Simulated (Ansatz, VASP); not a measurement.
# EuDy in two plane-wave programs, part 2 of 2

One calculation is typed for both programs; each brings its own data sets and cutoff. How far apart do they land? The cell is invented: As first built, before any earlier steps moved the atoms: it takes the DyHg structure with some of its atoms replaced by other elements, volume scaled by an estimate. It may not be a known or stable phase. The cell comes out of the VASP series on this material, whose earlier steps may have relaxed, scaled or displaced it; both programs get it as it stands.

VASP 6.6.1 and Ansatz 0.2.0.

So far: The starting structure; VASP: relaxation of cell and atoms, PBE with D4.

In doubt: a part-filled 4f shell, where there is one, can sit in one of many states, so energies may not be the lowest and differences between runs may mislead; derivatives with an open 4f shell can jump between states, which bears on forces and vibrations.

## (3) Ansatz: relaxation of cell and atoms, PBE with D4

Level of this step: Ansatz beside VASP: Kohn-Sham DFT, plane waves, PBE with D4 (Ansatz).

Ansatz runs on its default PAW (the set named soft_2) files.

The same cell, functional, mesh and smearing now go to Ansatz, which takes its cutoff from its data sets.

Input file input.yaml:

```yaml
crystal:
  lattice:
    - [4.1036355803, 0.0, 0.0]
    - [0.0, 4.1036355803, 0.0]
    - [0.0, 0.0, 4.1036355803]
  atoms:
    - { symbol: Dy, position: [0.0, 0.0, 0.0], spin: 5.0 }
    - { symbol: Eu, position: [0.5, 0.5, 0.5], spin: -7.0 }
hamiltonian:
  xc: pbe
  pseudopotentials: { kind: paw }
  dispersion: d4
magnetization:
  spin_polarized: true
kpoints:
  mp_grid: { grid: [6, 6, 6] }
scf:
  occupations: { method: fermi_dirac, width: 0.05 }
relax:
  f_tol: 0.01
  max_steps: 60
  cell: { stress_tol: 0.05 }
output:
  forces: true
  stress: true
  write_density: true
  write_potential: true
  elf: true
  volumetric_format: npy
```

Run with:

```console
$ ansatz run input.yaml --threads 4 --pin off --max-ram 9216MiB --backend cpu --events-out ev --progress --plain --runs-dir out
```

Numbers of over 12 decimals in the logs are rounded to 6 here.

The program printed:

```text
Engine: ansatz 0.2.0, aarch64-unknown-linux-gnu
Pseudopotentials: kind: paw
Pseudopotential: Dy, paw, valence charge 20, recommended cutoff 420 eV (normal), Dy.paw.azcp
Pseudopotential: Eu, paw, valence charge 17, recommended cutoff 420 eV (normal), Eu.paw.azcp
Functional definition: PBE
  parameter kappa = 0.804
  parameter beta = 0.066725
  exchange = pbe_x(kappa = kappa, mu = beta*pi^2/3)
  correlation = pbe_c(beta = beta)
Crystal: 2 atoms, lattice volume = 69.105 Å³
Basis set: ecut = 420 eV, 1357 PW (Γ), exchange–correlation on 60×60×60 points (8 copies of the dense FFT grid, shifted against one another)
Bands: 30, of which v1, the nominal top of the filled ones, is band 19 counted from 1 (18 counted from 0)
Symmetry: 48 space group operations
Space group: Pm-3m (ITA 221), of the structure as read, at distance tolerance 4.1e-5 Å
Magnetic group: BNS 221.92 (UNI 1594), of the structure as read, at distance tolerance 4.1e-5 Å
k-points: 20 of 216
Non-local potential: Dy, projectors of the file, l = 0: 3, l = 1: 2, l = 2: 2, l = 3: 3
Non-local potential: Eu, projectors of the file, l = 0: 3, l = 1: 2, l = 2: 2, l = 3: 3
PAW form: soft (Blöchl's): semilocal exchange-correlation on the pseudo side does not see the compensation charge
PAW one-centre angular grid: Dy, 590 points (default); XC on 64 Gauss nodes
PAW one-centre angular grid: Eu, 590 points (default); XC on 64 Gauss nodes
Initial density: superposition of atomic densities (chi_scale 0.1, normalization cell)
Starting moments: Σ|m| = 12 μB on 2 of 2 sites
Initial wavefunctions: pseudopotential atomic-orbital guess
Functional: x = pbe(κ = 0.804, μ = 0.219515), c = pbe(β = 0.066725)
iter 1 solved again at ethr=1.72e-3 eV; its pass at ethr=3.10e-3 eV (dr2=6.36e-1 eV) is discarded
SCF iter   1: F=—  HF=-19370.930258 eV  |F-HF|=—  |Δ(HF+E_count)|=         —  Δρ=3.55e-2 (↑1.65e-2 ↓3.55e-2)  dr2=6.36e-1  dr2_m=3.62e-1  M=-2.348 μB ∫|m|=11.614 μB  β_m=0.30  ethr=1.72e-3  ⟨swp⟩=1.0  Hψ=5845  notcnv=0
Mixer restart at iter 1: flushing history
preconditioner: auto → Kerker (q_TF=auto, 2.459 Å⁻¹)  [metal: Δε(μ)=0.009 eV  Ē_g=11.057 eV  σ=0.050 eV  W_gap=0.05  n_scr=18 (ndim 8)  ℏωp=25.7 eV  f_vac=0.000  D(μ)=25.72/eV (n_scr^D=618)]
spin=Collinear: Kerker preconditioning applied to the charge; magnetization (m = ρ↑ − ρ↓) channel mixes plain (no charge-response kernel on spin).
SCF iter   2: F=—  HF=-19371.260472 eV  |F-HF|=—  |Δ(HF+E_count)|=         —  Δρ=2.40e-2 (↑1.20e-2 ↓2.40e-2)  dr2=2.58e-1  dr2_m=1.76e-1  M=-2.339 μB ∫|m|=11.597 μB  β_m=0.30  ethr=1.72e-3  ⟨swp⟩=3.3  Hψ=2321  notcnv=0
Mixer restart at iter 2: flushing history
SCF iter   3: F=—  HF=-19372.203468 eV  |F-HF|=—  |Δ(HF+E_count)|=         —  Δρ=1.95e-2 (↑8.70e-3 ↓1.95e-2)  dr2=1.43e-1  dr2_m=1.04e-1  M=-2.361 μB ∫|m|=11.577 μB  β_m=1.00  ethr=6.97e-4  ⟨swp⟩=2.8  Hψ=1905  notcnv=0  defer=42
Mixer restart at iter 3: flushing history
SCF iter   4: F=—  HF=-19372.076099 eV  |F-HF|=—  |Δ(HF+E_count)|=   1.27e-1  Δρ=6.57e-3 (↑2.10e-3 ↓6.57e-3)  dr2=6.52e-2  dr2_m=5.60e-3  M=-2.412 μB ∫|m|=11.639 μB  β_m=0.30  ethr=1.35e-4  ⟨swp⟩=4.0  Hψ=2829  notcnv=0  defer=48
SCF iter   5: F=—  HF=-19372.093591 eV  |F-HF|=—  |Δ(HF+E_count)|=   1.75e-2  Δρ=6.02e-3 (↑1.67e-3 ↓6.02e-3)  dr2=4.59e-2  dr2_m=5.13e-3  M=-2.423 μB ∫|m|=11.643 μB  β_m=0.65  ethr=1.35e-4  ⟨swp⟩=3.0  Hψ=2038  notcnv=0  defer=57
SCF iter   6: F=—  HF=-19372.146574 eV  |F-HF|=—  |Δ(HF+E_count)|=   5.30e-2  Δρ=3.49e-3 (↑1.36e-3 ↓3.49e-3)  dr2=2.12e-2  dr2_m=1.45e-3  M=-2.442 μB ∫|m|=11.660 μB  β_m=0.61  ethr=1.24e-4  ⟨swp⟩=3.1  Hψ=2394  notcnv=0  defer=74
SCF iter   7: F=—  HF=-19372.168633 eV  |F-HF|=—  |Δ(HF+E_count)|=   2.21e-2  Δρ=2.28e-3 (↑6.32e-4 ↓2.28e-3)  dr2=4.68e-3  dr2_m=6.02e-4  M=-2.469 μB ∫|m|=11.659 μB  β_m=0.81  ethr=5.73e-5  ⟨swp⟩=3.6  Hψ=2739  notcnv=0  defer=75
SCF iter   8: F=—  HF=-19372.170123 eV  |F-HF|=—  |Δ(HF+E_count)|=   1.49e-3  Δρ=2.19e-3 (↑3.51e-4 ↓2.19e-3)  dr2=3.92e-3  dr2_m=7.61e-4  M=-2.479 μB ∫|m|=11.660 μB  β_m=0.72  ethr=1.27e-5  ⟨swp⟩=2.5  Hψ=2428  notcnv=0  defer=84
SCF iter   9: F=—  HF=-19372.170822 eV  |F-HF|=—  |Δ(HF+E_count)|=   6.98e-4  Δρ=6.06e-4 (↑1.72e-4 ↓6.06e-4)  dr2=1.28e-4  dr2_m=8.22e-5  M=-2.485 μB ∫|m|=11.646 μB  β_m=0.86  ethr=1.06e-5  ⟨swp⟩=2.4  Hψ=2301  notcnv=0  defer=84
SCF iter  10: F=—  HF=-19372.171240 eV  |F-HF|=—  |Δ(HF+E_count)|=   4.18e-4  Δρ=2.13e-4 (↑5.85e-5 ↓2.13e-4)  dr2=2.13e-5  dr2_m=8.28e-6  M=-2.494 μB ∫|m|=11.645 μB  β_m=0.93  ethr=3.47e-7  ⟨swp⟩=2.1  Hψ=2207  notcnv=0  defer=84
SCF iter  11: F=—  HF=-19372.173852 eV  |F-HF|=—  |Δ(HF+E_count)|=   2.61e-3  Δρ=4.23e-5 (↑3.34e-5 ↓4.23e-5)  dr2=2.24e-6  dr2_m=4.00e-7  M=-2.500 μB ∫|m|=11.646 μB  β_m=0.96  ethr=5.77e-8  ⟨swp⟩=2.7  Hψ=2224  notcnv=0  defer=84
SCF iter  12: F=—  HF=-19372.173854 eV  |F-HF|=—  |Δ(HF+E_count)|=   1.58e-6  Δρ=1.38e-5 (↑1.12e-5 ↓1.38e-5)  dr2=3.26e-7  dr2_m=2.99e-8  M=-2.500 μB ∫|m|=11.646 μB  β_m=0.98  ethr=6.04e-9  ⟨swp⟩=2.1  Hψ=1809  notcnv=0  defer=84
SCF iter  13: F=—  HF=-19372.173854 eV  |F-HF|=—  |Δ(HF+E_count)|=   1.77e-7  Δρ=4.30e-6 (↑2.98e-6 ↓4.30e-6)  dr2=3.48e-8  dr2_m=3.09e-9  M=-2.500 μB ∫|m|=11.646 μB  β_m=0.99  ethr=8.82e-10  ⟨swp⟩=2.0  Hψ=1870  notcnv=0  defer=84
SCF iter  14: F=—  HF=-19372.173854 eV  |F-HF|=—  |Δ(HF+E_count)|=   2.63e-8  Δρ=3.08e-6 (↑1.17e-6 ↓3.08e-6)  dr2=1.00e-8  dr2_m=7.85e-10  M=-2.500 μB ∫|m|=11.646 μB  β_m=1.00  ethr=9.42e-11  ⟨swp⟩=2.0  Hψ=1876  notcnv=0  defer=84
SCF iter  15: F=-19372.173854 eV  HF=-19372.173854 eV  |F-HF|=1.04e-7  |Δ(HF+E_count)|=   9.96e-9  Δρ=1.11e-5 (↑3.57e-7 ↓1.11e-5)  dr2=9.97e-8  dr2_m=1.96e-8  M=-2.500 μB ∫|m|=11.646 μB  ethr=2.71e-11  ⟨swp⟩=6.5  Hψ=6812  notcnv=0
SCF 1 converged in 15 iterations: F = -19372.173854 eV  dr2 = 9.97e-8
  greatest PAW one-centre occupation: 1.001 electrons in one spin orbital (limit 2), on the Eu atom at site 1 (counted from 0), in its partial waves of l = 0
relax step   1: F+E_penalty+E_count = -19372.17385363 eV  Δ(F+E_penalty+E_count) = +0.000e0 eV  max|allowed force component| = 1.364e-29 eV/Å  Δτ_max = 0.0000 Å  P = +0.747 GPa  Ω = 69.105 Å³  (15 SCF iters, dr2 threshold 1.00e-7 eV, accepted)
[...]
relax step   2: F+E_penalty+E_count = -19372.17787566 eV  Δ(F+E_penalty+E_count) = -4.022e-3 eV  max|allowed force component| = 2.380e-29 eV/Å  Δτ_max = 0.0000 Å  P = +0.341 GPa  Ω = 70.422 Å³  energy of the carried Pulay correction = -4.283e-4 eV  (10 SCF iters, dr2 threshold 2.00e-7 eV, accepted)
[...]
relax step   3: F+E_penalty+E_count = -19372.17877585 eV  Δ(F+E_penalty+E_count) = -9.002e-4 eV  max|allowed force component| = 5.095e-30 eV/Å  Δτ_max = 0.0000 Å  P = +0.015 GPa  Ω = 71.572 Å³  energy of the carried Pulay correction = -7.913e-4 eV  (10 SCF iters, dr2 threshold 2.00e-7 eV, accepted)
[...]
relax step   4: F+E_penalty+E_count = -19372.17956457 eV  Δ(F+E_penalty+E_count) = -7.887e-4 eV  max|allowed force component| = 4.470e-30 eV/Å  Δτ_max = 0.0000 Å  P = +0.015 GPa  Ω = 71.572 Å³  stress off target by 1.50e-2 GPa  SCF on the basis re-selected at this cell (its energy is not comparable with the rows above)  (11 SCF iters)
basis re-selected at this cell: Δ(F+E_penalty+E_count) = -7.887e-4 eV, ΔP = -0.000 GPa vs the last step (what re-selecting the basis moved, of the pressure what is left beyond the Pulay correction that the steps carried, after the strain that the cell walked since its last selection, with what the two solves' SCF thresholds leave and, on support functions, any second-order correction that the steps lacked; it is no m [...]
SCF converged after 11 iterations
Magnetization: -2.5465 μB (17.2268 up, 19.7732 down)
Absolute magnetization: 11.6487 μB (∫|ρ↑−ρ↓|, with the PAW one-centre terms)
Spin contamination: 4.5463 ħ² per cell (⟨S²⟩ above its minimum at these occupations)
Per-site moments (μB) at R_I (Å): [(4.530247, 1.483212), (-6.868983, 1.483212)]
Free energy (F): -19372.179565 eV
Harris-Foulkes:  -19372.179565 eV  (|F-HF|=3.64e-12)
Internal energy: -19372.118385 eV  (E = F + TS)
E sigma→0 (E₀):  -19372.148975 eV
Entropy (-TS):   -0.061180 eV (-30.590 meV/atom)
Fermi energy:    10.895878 eV
--- Per-component energies (eV) ---
  E_band       = -46.019461
  E_kinetic    = 714.943317
  E_local      = -5651.431858  (includes V_loc(G=0)·N_el)
  E_nonlocal   = 1256.248084
  E_hartree    = 2305.002434
  E_xc         = -358.516874
  E_vxc        = -410.899422  (∫ρ·V_xc dr)
  E_paw        = -13302.313052  (= ΣΔE_a)
  E_vpaw       = -564.884253  (= ΣTr[D̂ρ^β])
  E_aug_tail   = -0.000003  (compensation charges beyond the density's cutoff)
  E_ewald      = -4335.611652
  E_disp       = -0.438782  (pairwise vdW)
  E_smearing   = -0.061180  (= −TS)
  E_closure    = -0.000000  (closes the sum)
  Σ components = -19372.179565   (vs F -19372.179565, Δ=0.00e0)
--- Forces (eV/Å), atoms counted from 1 ---
  atom   1  Dy    -0.00000000    -0.00000000     0.00000000
  atom   2  Eu     0.00000000    -0.00000000    -0.00000000
  max |Σ_I F_I| component: 7.89e-30 eV/Å
--- Stress (GPa, compression-positive) ---
        0.014999      -0.000000       0.000000
       -0.000000       0.014999      -0.000000
        0.000000      -0.000000       0.014999
  P = ⅓ Tr σ = 0.0150 GPa (0.150 kbar)
--- Band table (eV; the first three rows and the last of 40) ---
  k-point 0 ↑: bands = [... 15 lower, 8.3525, 9.9127, 9.9127, 13.3250, 13.3250, 13.3250, 14.9777, 14.9777, ... 7 higher]
  k-point 1 ↑: bands = [... 15 lower, 8.3555, 10.1238, 10.1265, 13.1862, 13.1862, 13.4629, 14.4294, 14.8049, ... 7 higher]
  k-point 2 ↑: bands = [... 15 lower, 8.3623, 10.2144, 10.7128, 13.0095, 13.0095, 13.2087, 13.7942, 14.1932, ... 7 higher]
  k-point 19 ↓: bands = [... 15 lower, 10.8181, 10.8181, 10.8181, 10.9764, 10.9764, 10.9764, 11.3916, 11.3916, ... 7 higher]
--- Relaxed structure (3 steps of the walk, 3 accepted, 1 SCFs on fresh bases) ---
  F+E_penalty+E_count = -19372.17956457 eV   max|allowed force component| = 4.470e-30 eV/Å   (the final SCF, on the basis selected at the relaxed cell)
  cell:  # Å, volume = 71.5725 Å³
    - [4.151917, 0, 0]
    - [0, 4.151917, 0]
    - [0, 0, 4.151917]
  atoms:
    - { symbol: Dy, position: [0, 0, 0] }
    - { symbol: Eu, position: [0.5, 0.5, 0.5] }
```

The job ended after 8.2 s (4 threads of Arm Neoverse V2, shared host; peak memory 0.43 GiB).

## (4) Side by side

Known differences besides the PAW data sets themselves: both relaxations stop at a tolerance, which leaves soft axes loose, and VASP keeps its plane-wave basis; the cutoff is 420 eV in Ansatz and 450 eV in VASP; VASP leaves aspherical gradient terms in its spheres out (LASPH is not set), Ansatz keeps them; Ansatz adds a Pulay correction to the stress that steers its cell, VASP none; site moments are counted in spheres of each program's own size. Total energies have different zeros and are not compared.

Both answers:

```
                                         quantity  Ansatz   VASP  difference
                                      volume (Å³)   71.57  68.77     +4.07 %
edge a after relaxation, in the typed setting (Å)   4.152  4.097     +1.34 %
                                total moment (μB)   -2.55  -2.40       -0.15
                               moment on Eu2 (μB)   -6.87  -6.57       -0.30
                               moment on Dy1 (μB)    4.53   4.54       -0.01
```

The walks stopped with 0.01 GPa left in Ansatz and 0.02 GPa in VASP; each walk ends within a tolerance, so the volume difference is uncertain by about these residues over the bulk modulus, most in soft cells.

A further Ansatz single point at VASP's end cell gives 0.93 GPa where VASP has 0.02 GPa.

## (5) Summary of results

| Item | Value |
| --- | --- |
| difference in volume (relaxation of cell and atoms, PBE with D4) | 4.1 % |

The difference in volume is 4.1 % (relaxation of cell and atoms, PBE with D4), beyond the 1.2 % picked in this series as the mark of a large difference, as far as the stopping tolerances let one tell. A pressure difference of 0.91 GPa at VASP's end cell goes with 4.1 % of volume, which implies a bulk modulus near 23 GPa: the cell is soft, so a small pressure moves it far. Differences of this kind measure data sets and numerical settings, not the functional's error against experiment.

[Lines on the potential files, build, host, timing and source positions are cut from VASP's logs without a mark.]

[Logs are printed without paths, hosts, clocks, repeated set-up lines and the standing remarks that a program may print on its own settings, such as how far it seeks lower states.]

[Hosts, paths, dates, database ids (printed as entryN), source tags and the programs' standing remarks are cut or masked in the printed files.]
